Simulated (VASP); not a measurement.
Here is a VASP 6.6.1 calculation.

The input INCAR:

```
PREC = Accurate
ENCUT = 600
EDIFF = 1E-7
ISMEAR = 0
SIGMA = 0.03
LREAL = False
LASPH = True
NELM = 80
ALGO = Fast
ISIF = 2
LWAVE = False
LCHARG = False
GGA = PE
IBRION = 2
NSW = 40
EDIFFG = -0.01
```

The input KPOINTS:

```
regular mesh
0
Gamma
  10 10 10
```

POSCAR

```
InAs                                    
1.0
    0.0000000000      3.1548166644      3.1548166644
    3.1548166644      0.0000000000      3.1548166644
    3.1548166644      3.1548166644      0.0000000000
  In              As            
     1     1
Direct
     0.0000000000000000    0.0000000000000000    0.0000000000000000
     0.2500000000000000    0.2500000000000000    0.2500000000000000
```

Potentials or basis: VASP PAW PBE potentials, release 64 (In_d, As).

Command:

```console
$ cat potpaw_PBE.64/In_d/POTCAR potpaw_PBE.64/As/POTCAR > POTCAR
$ mpirun -np 1 vasp_std > vasp.out
```

**Question.** What does it give for the band gap on the k mesh?

**Answer.** None (metal or under the smearing width).

Final structure:
```yaml
crystal:
  lattice:
    - [0.00000, 3.15482, 3.15482]
    - [3.15482, 0.00000, 3.15482]
    - [3.15482, 3.15482, 0.00000]
  atoms:
    - { symbol: In, position: [0.00000, 0.00000, 0.00000] }
    - { symbol: As, position: [0.25000, 0.25000, 0.25000] }
```

Caveat: the relaxation stopped at its first step, so nothing moved.
